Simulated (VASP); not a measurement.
These are PW91 GGA, VASP's PBE PAW potentials (set 64) (plane waves; VASP 6.6.1) values and carry that method's errors.

A VASP calculation is set up with these files.

File KPOINTS:
```
Automatic mesh
0
Gamma
8 8 8
0 0 0
```

INCAR:
```
# general
SYSTEM =CdSe
PREC   =Accurate
ENCUT  =520
LREAL  =.FALSE.
LASPH  =.TRUE.

# electronic loop
EDIFF  =1E-7   # SCF stop (eV)
NELM   =100
ALGO   =Normal
LMAXMIX=4   # l cut-off of mixed one-centre charges

# smearing
ISMEAR =-5   # tetrahedra, Bloechl

# functional
GGA    =91

# ions
ISIF   =2   # forces and stress, cell fixed

# output
LWAVE  =.FALSE.
LCHARG =.TRUE.
LORBIT =11
NEDOS  =601   # DOS grid
```

File POSCAR:
```
CdSe
1.0
  0.0000000000   3.1011347008   3.1011347008
  3.1011347008   0.0000000000   3.1011347008
  3.1011347008   3.1011347008   0.0000000000
Cd Se
1 1
direct
  0.0000000000   0.0000000000   0.0000000000
  0.2500000000   0.2500000000   0.2500000000
```

POTCAR, in this order: Cd Se (PBE.64 set). Program: vasp_std.

What VASP printed:

OSZICAR:
```
       N       E                     dE             d eps       ncg     rms          rms(c)
DAV:   1     0.106187484389E+03    0.10619E+03   -0.88276E+03   770   0.123E+03
DAV:   2    -0.105255903719E+01   -0.10724E+03   -0.10261E+03   874   0.286E+02
DAV:   3    -0.592833717469E+01   -0.48758E+01   -0.48618E+01   884   0.620E+01
DAV:   4    -0.595623220742E+01   -0.27895E-01   -0.27889E-01   839   0.472E+00
DAV:   5    -0.595639981103E+01   -0.16760E-03   -0.16760E-03   879   0.341E-01    0.556E+00
DAV:   6    -0.556921518943E+01    0.38718E+00   -0.76221E-01   990   0.114E+01    0.447E+00
DAV:   7    -0.554941342576E+01    0.19802E-01   -0.15516E-01   814   0.300E+00    0.207E+00
DAV:   8    -0.554981559559E+01   -0.40217E-03   -0.13949E-02   794   0.174E+00    0.226E-01
DAV:   9    -0.554991265968E+01   -0.97064E-04   -0.20034E-03   869   0.650E-01    0.488E-02
DAV:  10    -0.554998284640E+01   -0.70187E-04   -0.22893E-04   814   0.216E-01    0.464E-02
DAV:  11    -0.555003038742E+01   -0.47541E-04   -0.87268E-05   779   0.742E-02    0.161E-02
DAV:  12    -0.555002858466E+01    0.18028E-05   -0.81284E-06   875   0.399E-02    0.481E-03
DAV:  13    -0.555002940147E+01   -0.81682E-06   -0.24941E-06   769   0.104E-02    0.364E-03
DAV:  14    -0.555002936031E+01    0.41163E-07   -0.12013E-07   630   0.290E-03
   1 F= -.55500294E+01 E0= -.55500294E+01  d E =0.000000E+00
```

OUTCAR:
```
------------------------ aborting loop because EDIFF is reached ----------------------------------------
  FORCE on cell =-STRESS in cart. coord.  units (eV):
  Direction    XX          YY          ZZ          XY          YZ          ZX
  --------------------------------------------------------------------------------------
  Total        0.0081937      0.0081937      0.0081937      0.0000000     -0.0000000      0.0000000
  in kB        0.2200883      0.2200883      0.2200883      0.0000000     -0.0000000      0.0000000
  external PRESSURE =       0.2200883 kB  Pullay stress =       0.0000000 kB
  volume of cell :       59.65
      direct lattice vectors                 reciprocal lattice vectors
     0.000000000  3.101134701  3.101134701    -0.161231307  0.161231307  0.161231307
     3.101134701  0.000000000  3.101134701     0.161231307 -0.161231307  0.161231307
     3.101134701  3.101134701  0.000000000     0.161231307  0.161231307 -0.161231307
  FREE ENERGIE OF THE ION-ELECTRON SYSTEM (eV)
  ---------------------------------------------------
  free  energy   TOTEN  =        -5.5500293603 eV

  energy  without entropy=       -5.5500293603  energy(sigma->0) =       -5.55002936

 total charge

# of ion       s       p       d       tot
------------------------------------------
    1        0.438   0.284   9.556  10.277
    2        1.448   2.366   0.019   3.833
--------------------------------------------------
tot          1.886   2.650   9.574  14.110
```
(Selected blocks of OUTCAR.)

The compound is CdSe in the zinc blende structure, whereas wurtzite is the usual form. It was relaxed first, which changed the volume by +8 %.
